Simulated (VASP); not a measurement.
```
CELL_PARAMETERS angstrom
      1.51955    -2.63194     0.00000
      1.51955     2.63194     0.00000
      0.00000     0.00000     3.43012
ATOMIC_POSITIONS crystal
  Mg 0.00000 0.00000 0.00000
  B  0.33333 0.66667 0.50000
  B  0.66667 0.33333 0.50000
```

Calculation: LDA (Ceperley-Alder, Perdew-Zunger), VASP's LDA PAW potentials (set 64) (plane waves; VASP 6.6.1). Run with 520 eV cut-off, Gaussian smearing of 0.050 eV, potentials Mg B.

Give the energies of bands 1 to 6 at the high-symmetry points, in eV from the Fermi level.

```csv
band,Γ,M,K,A,L,H
1,-12.56,-8.54,-7.26,-11.14,-7.44,-6.26
2,-2.86,-7.96,-7.26,-7.61,-6.96,-6.26
3,0.40,-2.21,-6.04,0.82,-3.65,-5.31
4,0.40,0.33,1.96,0.82,-1.90,-2.07
5,2.04,3.31,1.96,6.79,-1.32,-2.07
6,6.46,4.01,6.55,6.79,6.13,3.79
```

It has no gap at this level: it comes out as a metal or semimetal.

The compound is MgB2 in the AlB2 type structure. It was relaxed first, which changed the volume by -6 %.
